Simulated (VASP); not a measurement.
Level of theory: LDA (Ceperley-Alder, Perdew-Zunger), VASP's LDA PAW potentials (set 64) (plane waves; VASP).

VASP input:

INCAR:
```
! general
SYSTEM  = PbF2
PREC    = Accurate
ENCUT   = 520
LREAL   = .FALSE.
LASPH   = .TRUE.   ! aspherical one-centre terms
NBANDS  = 54

! electronic loop
EDIFF   = 1E-7
NELM    = 100
ALGO    = Normal   ! blocked Davidson
LMAXMIX = 4   ! l cut-off of mixed one-centre charges

! smearing
ISMEAR  = 0   ! Gaussian
SIGMA   = 0.01   ! width (eV)

! output
LWAVE   = .FALSE.
LCHARG  = .FALSE.
NEDOS   = 1001   ! DOS grid

! other
LOPTICS = .TRUE.
CSHIFT  = 0.1
```

KPOINTS:
```
Automatic mesh
0
Gamma
8 8 8
0 0 0
```

### POSCAR
```
PbF2
1.0
  0.0000000000   2.9070746576   2.9070746576
  2.9070746576   0.0000000000   2.9070746576
  2.9070746576   2.9070746576   0.0000000000
Pb F
1 2
Cart
  0.0000000000   0.0000000000   0.0000000000
  1.4535373288   1.4535373288   1.4535373288
  4.3606119864   4.3606119864   4.3606119864
```

POTCAR, in this order: Pb_d F (LDA.64 set). Program: vasp_std.

What will the output report for the number of irreducible k-points (NKPTS), largest plane-wave count, number of space-group operations, FFT grid (NGX, NGY, NGZ)?

```json
{
 "number of irreducible k-points (NKPTS)": "29",
 "largest_plane_wave_count": "1363",
 "number_of_space_group_operations": "48",
 "FFT grid (NGX, NGY, NGZ)": "32 × 32 × 32"
}
```

The compound is PbF2 in the fluorite structure, the β form. It was relaxed first, which changed the volume by -6 %.
